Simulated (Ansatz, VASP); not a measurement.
## TiO2: VASP beside Ansatz

Wanted: the spread between two codes on one cell, functional and k mesh. The structure shown is the start of the Ansatz relaxation below; VASP solves that cell, so the two are compared at the walk's first step.

Main program and level: Ansatz 0.2.0; plane waves, with VASP 6.6.1 beside it; single point at revPBE.

**1. Starting point**

The cell holds 3 atoms: 1 Ti and 2 O. Cell: a = 2.776 Å, b = 2.776 Å, c = 28.343 Å, α = 90.0°, β = 90.0°, γ = 120.0°. Vacuum lies along c. The height across the vacuum is the one that the program set for its solve, not the one typed.

**2. Ansatz: relaxation, revPBE**

Ansatz runs on its default PAW (the set named soft_2) files.

The two programs are compared at the cell with which this relaxation starts, whose forces are those of its first step.

File input.yaml:

```yaml
crystal:
  lattice:
    - [2.77577665, 0.0, 0.0]
    - [-1.38788833, 2.40389309, 0.0]
    - [0.0, 0.0, 18.80316428]
  atoms:
    - { symbol: Ti, position: [0.0, 0.0, 0.50007482] }
    - { symbol: O, position: [0.66666667, 0.33333333, 0.5603973] }
    - { symbol: O, position: [0.33333333, 0.66666667, 0.4396027] }
  periodic: [true, true, false]
kpoints:
  mp_grid: { grid: [9, 9, 1] }
scf:
  occupations: { method: fermi_dirac, width: 0.05 }
hamiltonian:
  xc: revpbe
output:
  forces: true
  stress: true
relax:
  f_tol: 0.02
  max_steps: 50
  cell: {}
```

On the command line:

```bash
ansatz run input.yaml --threads 1 --pin off --max-ram 4096MiB --backend cpu --events-out ev --progress --plain --runs-dir out
```

Numbers of over 12 decimals in the logs are rounded to 6 here.

Output:

```text
Warning: crystal.periodic: the lattice vector that does not repeat stood 0.000° off the slab's normal, 18.803 Å along it as the deck builds it. The run solves the slab on a vector along the normal, 28.343 Å long, with every atom where it was (on the deck's vector they left 16.53 Å outside them, and the widest stretch free of ions among them is 1.14 Å). A fractional position that the run reports is one of the run's ce [...]
crystal.periodic: the lattice vector that does not repeat stood 0.000° off the slab's normal, 18.803 Å along it as the deck builds it. The run solves the slab on a vector along the normal, 28.343 Å long, with every atom where it was (on the deck's vector they left 16.53 Å outside them, and the widest stretch free of ions among them is 1.14 Å). A fractional position that the run reports is one of the run's cell, which [...]
Engine: ansatz 0.2.0, aarch64-unknown-linux-gnu
Pseudopotentials: kind: paw
Pseudopotential: Ti, paw, valence charge 12, recommended cutoff 420 eV (normal), Ti.paw.azcp
Pseudopotential: O, paw, valence charge 6, recommended cutoff 420 eV (normal), O.paw.azcp
Functional definition: revPBE
  parameter kappa = 1.245
  parameter beta = 0.066725
  exchange = pbe_x(kappa = kappa, mu = beta*pi^2/3)
  correlation = pbe_c(beta = beta)
Crystal: 3 atoms, lattice volume = 189.121 Å³
Basis set: ecut = 420 eV, 3707 PW (Γ), exchange–correlation on 40×40×384 points (8 copies of the dense FFT grid, shifted against one another)
Bands: 16, of which v1, the nominal top of the filled ones, is band 12 counted from 1 (11 counted from 0)
Symmetry: 6 space group operations
Space group: P3m1 (ITA 156), of the structure as read, at distance tolerance 5.7e-5 Å
k-points: 12 of 81 (time reversal used)
Non-local potential: Ti, projectors of the file, l = 0: 3, l = 1: 2, l = 2: 3, l = 3: 1
Non-local potential: O, projectors of the file, l = 0: 2, l = 1: 2, l = 2: 1
PAW form: soft (Blöchl's): semilocal exchange-correlation on the pseudo side does not see the compensation charge
PAW frozen core: Ti, regenerated for the run's functional, and the local potential with it (the file was generated under x = pbe(κ = 0.804, μ = 0.219515), c = pbe(β = 0.066725))
PAW frozen core: O, regenerated for the run's functional, and the local potential with it (the file was generated under x = pbe(κ = 0.804, μ = 0.219515), c = pbe(β = 0.066725))
PAW one-centre angular grid: Ti, 590 points (default); XC on 64 Gauss nodes
PAW one-centre angular grid: O, 110 points (default); XC on 64 Gauss nodes
Initial density: superposition of atomic densities (neutral atoms: chi_scale 0, normalization atom), corrected by the library's trained network
Initial wavefunctions: pseudopotential atomic-orbital guess
Functional: x = revpbe(κ = 1.245, μ = 0.219515), c = pbe(β = 0.066725)
[...]
basis re-selected at this cell: Δ(F+E_penalty+E_count) = -5.605e-2 eV, ΔP = +1.361 N/m vs the last step (what re-selecting the basis moved, of the pressure what is left beyond the Pulay correction that the steps carried, after the strain that the cell walked since its last selection, with what the two solves' SCF thresholds leave and, on support functions, any second-order correction that the steps lacked; it is no m [...]
Crystal: 3 atoms, lattice volume = 221.502 Å³
Basis set: ecut = 420 eV, 4199 PW (Γ), exchange–correlation on 40×40×384 points (8 copies of the dense FFT grid, shifted against one another)
iter 1 solved again at ethr=7.86e-6 eV; its pass at ethr=3.10e-3 eV (dr2=1.89e-3 eV) is discarded
SCF iter   1: F=—  HF=-3644.008248 eV  |F-HF|=—  |Δ(HF+E_count)|=         —  Δρ=9.13e-4  dr2=2.13e-3  ethr=7.86e-6  ⟨swp⟩=3.0  Hψ=1795  notcnv=0
preconditioner: auto → none  [insulator: Δε(μ)=2.696 eV  Ē_g=9.838 eV  σ=0.050 eV  W_gap=1.00  n_scr=16 (ndim 8)  ℏωp=10.0 eV  f_vac=0.823  D(μ)=0.00/eV (n_scr^D=0)  ε∞_Penn≈2.0]
SCF iter   2: F=—  HF=-3644.008825 eV  |F-HF|=—  |Δ(HF+E_count)|=   5.77e-4  Δρ=1.52e-3  dr2=5.42e-3  ethr=7.86e-6  ⟨swp⟩=2.6  Hψ=414  notcnv=0  recentre
SCF iter   3: F=—  HF=-3644.007917 eV  |F-HF|=—  |Δ(HF+E_count)|=   9.08e-4  Δρ=2.63e-4  dr2=1.51e-4  ethr=7.86e-6  ⟨swp⟩=3.2  Hψ=411  notcnv=0
SCF iter   4: F=—  HF=-3644.007951 eV  |F-HF|=—  |Δ(HF+E_count)|=   3.36e-5  Δρ=7.65e-5  dr2=5.89e-6  ethr=6.28e-7  ⟨swp⟩=3.2  Hψ=406  notcnv=0
SCF iter   5: F=—  HF=-3644.007951 eV  |F-HF|=—  |Δ(HF+E_count)|=   1.83e-8  Δρ=5.10e-5  dr2=7.98e-6  ethr=2.45e-8  ⟨swp⟩=3.3  Hψ=408  notcnv=0
SCF iter   6: F=—  HF=-3644.007953 eV  |F-HF|=—  |Δ(HF+E_count)|=   2.20e-6  Δρ=7.66e-5  dr2=2.80e-5  ethr=2.45e-8  ⟨swp⟩=2.8  Hψ=353  notcnv=0  recentre
SCF iter   7: F=—  HF=-3644.007950 eV  |F-HF|=—  |Δ(HF+E_count)|=   3.42e-6  Δρ=2.43e-5  dr2=1.82e-6  ethr=2.45e-8  ⟨swp⟩=2.8  Hψ=317  notcnv=0
SCF iter   8: F=-3644.007949 eV  HF=-3644.007949 eV  |F-HF|=8.83e-8  |Δ(HF+E_count)|=   3.21e-7  Δρ=6.04e-6  dr2=9.74e-8  ethr=1.25e-9  ⟨swp⟩=5.2  Hψ=1066  notcnv=0
SCF 7 converged in 8 iterations: F = -3644.007949 eV  dr2 = 9.74e-8
relax step   7: F+E_penalty+E_count = -3644.00794924 eV  Δ(F+E_penalty+E_count) = -2.651e-3 eV  max|allowed force component| = 1.341e-3 eV/Å  Δτ_max = 0.0082 Å  P = +0.082 N/m  Ω = 221.502 Å³  energy of the carried Pulay correction = -1.830e-3 eV  fix = [c, alpha, beta]  reactions: c +0.000 N/m  (8 SCF iters, dr2 threshold 3.00e-7 eV, accepted)
[...]
relax step   8: F+E_penalty+E_count = -3644.00784569 eV  Δ(F+E_penalty+E_count) = +1.035e-4 eV  max|allowed force component| = 1.962e-4 eV/Å  Δτ_max = 0.0004 Å  P = +0.001 N/m  Ω = 221.674 Å³  energy of the carried Pulay correction = -1.949e-3 eV  fix = [c, alpha, beta]  reactions: c +0.000 N/m  (6 SCF iters, dr2 threshold 1.12e-8 eV, accepted)
[...]
relax step   9: F+E_penalty+E_count = -3644.00989758 eV  Δ(F+E_penalty+E_count) = -2.052e-3 eV  max|allowed force component| = 2.194e-4 eV/Å  Δτ_max = 0.0000 Å  P = +0.017 N/m  Ω = 221.674 Å³  fix = [c, alpha, beta]  reactions: c +0.000 N/m  stress off target by 1.66e-2 N/m on what of the cell is left free  SCF on the basis re-selected at this cell (its energy is not comparable with the rows above)  (9 SCF iters)
basis re-selected at this cell: Δ(F+E_penalty+E_count) = -2.052e-3 eV, ΔP = +0.015 N/m vs the last step (what re-selecting the basis moved, of the pressure what is left beyond the Pulay correction that the steps carried, after the strain that the cell walked since its last selection, with what the two solves' SCF thresholds leave and, on support functions, any second-order correction that the steps lacked; it is no measure of the basis error at this ecutwfc). The dense FFT grid was sized anew with the basis: this SCF ran on 24×24×192 points, the steps before it on 20×20×192, so part of this shift can come from that change (see relax.cell in the input reference). [rest of the remark cut]
SCF converged after 9 iterations
Free energy (F): -3644.009898 eV
Harris-Foulkes:  -3644.009898 eV  (|F-HF|=1.38e-10)
Internal energy: -3644.009898 eV  (E = F + TS)
E sigma→0 (E₀):  -3644.009898 eV
Fermi energy:    -6.785689 eV
--- Per-component energies (eV) ---
  E_band       = -595.588334
  E_kinetic    = 621.921539
  E_local      = -42395.404166  (includes V_loc(G=0)·N_el)
  E_nonlocal   = 96.212239
  E_hartree    = 20814.833040
  E_xc         = -246.798786
  E_vxc        = -311.797616  (∫ρ·V_xc dr)
  E_paw        = -1365.500724  (= ΣΔE_a)
  E_vpaw       = -236.191622  (= ΣTr[D̂ρ^β])
  E_aug_tail   = 0.005092  (compensation charges beyond the density's cutoff)
  E_ewald      = 18830.790611
  E_core_change = -0.068742  (= ΣΔE_core)
  E_smearing   = -0.000000  (= −TS)
  E_closure    = 0.000000  (closes the sum)
  Σ components = -3644.009898   (vs F -3644.009898, Δ=0.00e0)
--- Forces (eV/Å), atoms counted from 1 ---
  atom   1  Ti     0.00000000     0.00000000     0.00021934
  atom   2  O      0.00000000    -0.00000000    -0.00012186
  atom   3  O     -0.00000000     0.00000000    -0.00009754
  max |Σ_I F_I| component: 6.02e-8 eV/Å
--- 2D stress c σ (N/m, compression-positive) ---
        0.016647       0.000000       0.000000
        0.000000       0.016647       0.000000
        0.000000       0.000000       0.000000
  P = ½ c Tr σ = 0.0166 N/m
--- Relaxed structure (7 steps of the walk, 7 accepted, 2 SCFs on fresh bases) ---
  F+E_penalty+E_count = -3644.00989758 eV   max|allowed force component| = 2.194e-4 eV/Å   (the final SCF, on the basis selected at the relaxed cell)
  cell:  # Å, volume = 221.6741 Å³
    - [3.005191, 3.1253371654399058e-9, 0]
    - [-1.502595, 2.602571, 0]
    - [0, 0, 28.342641]
  atoms:
    - { symbol: Ti, position: [0, 0, 0.331728] }
    - { symbol: O, position: [0.666667, 0.333333, 0.365915] }
    - { symbol: O, position: [0.333333, 0.666667, 0.297542] }
```

Reading the cycles: dr2 is the Hartree energy of the density residual (eV), the measure of convergence; HF is the Harris–Foulkes estimate of the energy, which meets the free energy F at convergence.

**3. VASP: single point, revPBE, start cell**

The same cell, functional, mesh and smearing now go to VASP, with its own data sets.

Lines of VASP's logs that name or quote its potential files are left out, and so is its time.

File INCAR:

```
SYSTEM = TiO2
PREC = Accurate
ENCUT = 520
EDIFF = 1E-06
NELM = 120
ISMEAR = -1
SIGMA = 0.05
LREAL = .FALSE.
ALGO = Normal
GGA = RE
NBANDS = 18
LASPH = .TRUE.
LORBIT = 11
LWAVE = .FALSE.
LCHARG = .FALSE.
ISIF = 2
LDIPOL = .TRUE.
IDIPOL = 3
DIPOL = 0.5 0.5 0.332
LVHAR = .TRUE.
GGA_COMPAT = .FALSE.
EFERMI = MIDGAP
NELMDL = -8
```

File POSCAR:

```
TiO2
1.0
    2.7757770000      0.0000000000      0.0000000000
   -1.3878880000      2.4038930000      0.0000000000
    0.0000000000      0.0000000000     28.3426410000
Ti O
1 2
Direct
    0.0000000000      0.0000000000      0.3317612145
    0.6666664958      0.3333334720      0.3717805267
    0.3333331439      0.6666665280      0.2916426172
```

File KPOINTS:

```
Automatic mesh
0
Gamma
9 9 1
0 0 0
```

The projector-augmented-wave data sets are Ti_sv and O (PBE family, release 64).

On the command line:

```bash
mpirun -np 1 vasp_std
```

Output:

```text
[banner, memory and clock lines left out]
running    1 mpi-ranks, on    1 nodes
 distrk:  each k-point on    1 cores,    1 groups
 distr:  one band on    1 cores,    1 groups

 POSCAR found type information on POSCAR TiO
 POSCAR found :  2 types and       3 ions
|                                                                             |
|               ----> ADVICE to this user running VASP <----                  |
|                                                                             |
|     You enforced a specific xc type in the INCAR file but a different       |
|     [... a line on the potential file left out ...]
|     I HOPE YOU KNOW WHAT YOU ARE DOING!                                     |
|                                                                             |

 LDA part: xc-table for (Slater+PW92), standard interpolation
 POSCAR, INCAR and KPOINTS ok, starting setup
 FFT: planning ... GRIDC
 FFT: planning ... GRID_SOFT
 FFT: planning ... GRID
 WAVECAR not read
 entering main loop
       N       E                     dE             d eps       ncg     rms          rms(c)
DAV:   1     0.235381248483E+03    0.23538E+03   -0.12070E+04   536   0.110E+03
DAV:   2     0.164451277113E+01   -0.23374E+03   -0.22554E+03   586   0.305E+02
DAV:   3    -0.306145198807E+02   -0.32259E+02   -0.32124E+02   658   0.120E+02
DAV:   4    -0.318973409726E+02   -0.12828E+01   -0.12809E+01   604   0.219E+01
DAV:   5    -0.319611886461E+02   -0.63848E-01   -0.63810E-01   652   0.393E+00
DAV:   6    -0.319631674547E+02   -0.19788E-02   -0.19788E-02   616   0.603E-01
DAV:   7    -0.319631968499E+02   -0.29395E-04   -0.29395E-04   654   0.792E-02
DAV:   8    -0.319631972702E+02   -0.42026E-06   -0.42029E-06   592   0.881E-03    0.224E+01
DAV:   9    -0.261271798673E+02    0.58360E+01   -0.51959E+01   554   0.809E+01    0.118E+01
DAV:  10    -0.252005899022E+02    0.92659E+00   -0.20051E+01   574   0.437E+01    0.866E+00
DAV:  11    -0.250134670584E+02    0.18712E+00   -0.50958E+00   466   0.279E+01    0.499E+00
DAV:  12    -0.247653064260E+02    0.24816E+00   -0.10915E+00   470   0.115E+01    0.924E-01
DAV:  13    -0.247704793962E+02   -0.51730E-02   -0.34329E-02   528   0.178E+00    0.104E+00
DAV:  14    -0.247606798840E+02    0.97995E-02   -0.34414E-02   518   0.234E+00    0.237E-01
[...]
DAV:  21    -0.247598883516E+02   -0.88409E-04   -0.83892E-06   458   0.183E-02    0.554E-03
DAV:  22    -0.247599325375E+02   -0.44186E-04   -0.48707E-06   502   0.192E-02    0.326E-03
DAV:  23    -0.247599875619E+02   -0.55024E-04   -0.60296E-06   520   0.149E-02    0.172E-03
DAV:  24    -0.247599991465E+02   -0.11585E-04   -0.29222E-07   440   0.384E-03    0.899E-04
DAV:  25    -0.247600105398E+02   -0.11393E-04   -0.51810E-07   432   0.378E-03    0.737E-04
DAV:  26    -0.247600136654E+02   -0.31256E-05   -0.73551E-08   392   0.142E-03    0.654E-04
DAV:  27    -0.247600148655E+02   -0.12001E-05   -0.24649E-08   312   0.193E-03    0.220E-04
DAV:  28    -0.247600152647E+02   -0.39925E-06   -0.57869E-09   276   0.556E-04
   1 F= -.24760015E+02 E0= -.24760015E+02  d E =-.100914E-09
```

Parts of OUTCAR (step 3):

```text
ion  position               nearest neighbor table
   1  0.000  0.000  0.332-   2 1.96   2 1.96   2 1.96   3 1.97   3 1.97   3 1.97
   2  0.667  0.333  0.372-   1 1.96   1 1.96   1 1.96
   3  0.333  0.667  0.292-   1 1.97   1 1.97   1 1.97

  LATTYP: Found a hexagonal cell.
 ALAT       =     2.7757770000
 C/A-ratio  =    10.2107053268

 Subroutine GETGRP returns: Found  6 space group operations
 (whereof  6 operations were pure point group operations)

The static configuration has the point symmetry C_3v.

 Found     12 irreducible k-points:

   k-points           NKPTS =     12   k-points in BZ     NKDIM =     12   number of bands    NBANDS=     18

   dimension x,y,z NGX =    24 NGY =   24 NGZ =  216
   dimension x,y,z NGXF=    48 NGYF=   48 NGZF=  432

   ENCUT  =  520.0 eV  38.22 Ry    6.18 a.u.   5.16  5.16 52.70*2*pi/ulx,y,z

   NELECT =      24.0000    total number of electrons

 k-points in reciprocal lattice and weights: Automatic mesh
   0.00000000  0.00000000  0.00000000       0.012
   0.11111111 -0.00000000  0.00000000       0.074
   0.22222222  0.00000000  0.00000000       0.074
   0.33333333 -0.00000000  0.00000000       0.074
   0.44444444  0.00000000  0.00000000       0.074
   0.11111111  0.11111111  0.00000000       0.074
   0.22222222  0.11111111  0.00000000       0.148
   0.33333333  0.11111111  0.00000000       0.148
   0.44444444  0.11111111  0.00000000       0.074
   0.22222222  0.22222222  0.00000000       0.074
   0.33333333  0.22222222  0.00000000       0.148
   0.33333333  0.33333333  0.00000000       0.025

 dipolmoment           0.000000      0.000000     -0.000802 electrons x Angstroem

 average (electrostatic) potential at core
       1 -86.8311       2 -80.4314       3 -80.4164

 E-fermi :  -5.4367

 k-point     1 :       0.0000    0.0000    0.0000
  band No.  band energies     occupation
    ...
      8      -9.4404      2.00000
      9      -9.4404      2.00000
     10      -7.5641      2.00000
     11      -6.5131      2.00000
     12      -6.5131      2.00000
     13      -3.6743      0.00000
     14      -3.6743      0.00000
     15      -2.6994      0.00000
     16      -0.0689      0.00000
     17      -0.0689      0.00000
    ...

 k-point     2 :       0.1111   -0.0000    0.0000
  band No.  band energies     occupation
    ...
      8      -9.7861      2.00000
      9      -9.3327      2.00000
     10      -7.2639      2.00000
     11      -7.1658      2.00000
     12      -6.7929      2.00000
     13      -3.6499      0.00000
     14      -3.3690      0.00000
     15      -2.6473      0.00000
     16      -0.3222      0.00000
     17      -0.0539      0.00000
    ...

 k-point     3 :       0.2222    0.0000    0.0000
  band No.  band energies     occupation
    ...
      8      -9.7856      2.00000
      9      -9.1330      2.00000
     10      -8.6750      2.00000
     11      -7.2295      2.00000
     12      -6.9087      2.00000
     13      -3.8238      0.00000
     14      -2.8114      0.00000
     15      -2.4075      0.00000
     16      -0.4827      0.00000
     17       0.0326      0.00000
    ...

  Total        6.9572267      6.9572244     -3.4933478      0.0000014     -0.0000000      0.0000000
  in kB       58.9395364     58.9395169    -29.5945938      0.0000123     -0.0000000      0.0000000
  external PRESSURE =      29.4281532 kB  Pullay stress =       0.0000000 kB

  energy-cutoff  :      520.00
  volume of cell :      189.12
      direct lattice vectors                 reciprocal lattice vectors
     2.775777000  0.000000000  0.000000000     0.360259488  0.207995872  0.000000000
    -1.387888000  2.403893000  0.000000000     0.000000000  0.415991893  0.000000000
     0.000000000  0.000000000 28.342641000     0.000000000  0.000000000  0.035282527

 POSITION                                       TOTAL-FORCE (eV/Angst)
 -----------------------------------------------------------------------------------
      0.00000      0.00000      9.40299        -0.000000      0.000000     -0.046043
      1.38789      0.80130     10.53724         0.000000      0.000000     -1.492968
     -0.00000      1.60259      8.26592         0.000000     -0.000000      1.539011
 -----------------------------------------------------------------------------------
    total drift:                                0.001130      0.000000      0.000170

  FREE ENERGIE OF THE ION-ELECTRON SYSTEM (eV)
  ---------------------------------------------------
  free  energy   TOTEN  =       -24.7600152647 eV

  energy  without entropy=      -24.7600152646  energy(sigma->0) =      -24.76001526

 vacuum level on the upper side and lower side of the slab         2.067         2.088

 total charge
# of ion       s       p       d       tot
------------------------------------------
    1        2.233   6.338   1.872  10.443
    2        1.592   3.438   0.000   5.030
    3        1.592   3.437   0.000   5.028
--------------------------------------------------
tot          5.417  13.213   1.872  20.502

[... 3 further parts left out ...]
```

**4. Differences**

Known differences besides the potentials themselves: Ansatz cuts the interaction across the vacuum, VASP repeats the sheet with a dipole correction; the cutoff is 420 eV in Ansatz and 520 eV in VASP; Ansatz makes its cores anew for this functional, VASP keeps those of its PBE data sets. Total energies have different zeros and are not compared.

Forces (eV/Å; atoms numbered as in POSCAR):

```
atom        Ansatz x, y, z          VASP x, y, z
 Ti1  0.000, 0.000, -0.046  0.000, 0.000, -0.046
  O2  0.000, 0.000, -1.571  0.000, 0.000, -1.493
  O3   0.000, 0.000, 1.617   0.000, 0.000, 1.539
```

The forces differ by 37 meV/Å r.m.s., which is 5.1 % of the r.m.s. force of 0.715 eV/Å (both taken over all components). With vacuum in the cell, a pressure given here is an average over mostly empty space and none of the material.

**5. Outcome**

| Property | Result |
| --- | --- |
| r.m.s. force difference (single point, revPBE, start cell) | 5.1 % of the r.m.s. force |

The r.m.s. force difference is 5.1 % of the r.m.s. force (single point, revPBE, start cell), beyond the 3 % picked in this series as the mark of a large difference. What causes the difference of the single point, revPBE, start cell pair stays open here. 1 further run of this series is not shown here. How closely two codes agree says nothing of how well the functional describes the real material.

[Lines on the potential files, build, host, timing and source positions are cut from VASP's logs without a mark.]

[Logs are printed without paths, hosts, clocks, repeated set-up lines and the standing remarks that a program may print on its own settings, such as how far it seeks lower states.]

[Hosts, paths, dates, database ids (printed as entryN), source tags and the programs' standing remarks are cut or masked in the printed files.]
